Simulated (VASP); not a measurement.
**CsMnBi: single point with PBE**

CsMnBi:

```
CELL_PARAMETERS angstrom
4.96173 0.00000 0.00000
0.00000 4.96173 0.00000
0.00000 0.00000 9.17174
ATOMIC_POSITIONS crystal
Bi 0.50890 0.00968 0.16973
Bi 0.00968 0.51210 0.82667
Cs 0.50209 0.00497 0.64363
Cs 0.99790 0.51206 0.35969
Mn 0.51071 0.50624 0.99585
Mn 0.99594 0.99791 0.99608
```

The cell comes from a database or a generator and needn't be the stable form of this composition.

The cell isn't the ideal one: atoms moved at random, drawn with an rms of 0.05 Å.

```
Program             : VASP 6.6.1
Task                : single point
Functional          : PBE
Potentials or basis : VASP PAW PBE potentials, release 64 (Bi_d, Cs_sv, Mn_pv)
Cutoff              : 520 eV
k mesh              : 6 × 6 × 3
Occupations         : fermi-dirac, width 0.05 eV
Spin                : collinear spin, ferromagnetic start
Starting moments    : [0.0, 0.0, 0.0, 0.0, 4.0, 4.0] μB
```

```yaml
Pressure: -0.3 GPa
Largest_force: 0.275 eV/Å
Band_gap_on_the_k_mesh: none (metal or under the smearing width)
Net_moment: 9.50 μB per cell
Site_moments: Bi -0.01, -0.02; Cs +0.02; Mn +4.18 μB
Valence_electrons_inside_the_program's_atomic_spheres: Bi 12.94, 12.95; Cs 6.57; Mn 11.31, 11.32
```

Forces on the atoms (eV/Å):
```
Bi  -0.187 -0.026 -0.082
Bi  -0.026 -0.213 -0.018
Cs   0.022  0.046  0.175
Cs   0.064 -0.028 -0.266
Mn  -0.018  0.035  0.096
Mn   0.145  0.186  0.095
```

Stress tensor (GPa, compression positive):
```
-0.38 -0.01 -0.11
-0.01 -0.38  0.08
-0.11  0.08 -0.27
```

Levels at points of the mesh, in eV from the Fermi level:
Spin up:
```
           k point  band 38  band 39  band 40  band 41  band 42  band 43  band 44  band 45  band 46  band 47
(0.00, 0.00, 0.00)    -1.60    -1.60    -0.43    -0.01     0.37     0.51     0.52     1.58     1.81     2.00
(0.50, 0.00, 0.00)    -2.89    -0.79    -0.77    -0.42    -0.32     1.25     1.27     2.21     2.29     2.61
(0.00, 0.50, 0.00)    -2.89    -0.79    -0.77    -0.41    -0.33     1.25     1.27     2.21     2.29     2.61
(0.50, 0.50, 0.00)    -2.21    -1.89    -1.87    -1.63    -1.63     1.55     1.63     2.14     2.14     3.73
```
Spin down:
```
           k point  band 30  band 31  band 32  band 33  band 34  band 35
(0.00, 0.00, 0.00)    -1.70    -1.48    -1.48    -0.09     0.23     0.35
(0.50, 0.00, 0.00)    -1.59    -1.53    -1.51     0.38     0.43     0.43
(0.00, 0.50, 0.00)    -1.59    -1.53    -1.52     0.38     0.41     0.44
(0.50, 0.50, 0.00)    -1.76    -1.67    -1.65     0.00     0.01     0.30
```

Run time: 36 min on 1 thread of Intel(R) Xeon(R) Platinum 8375C CPU @ 2.90GHz (Ice Lake), on a shared host, peak memory 1 GiB.

Caveat: spin-orbit coupling is left out, which moves the levels of the heavy elements.
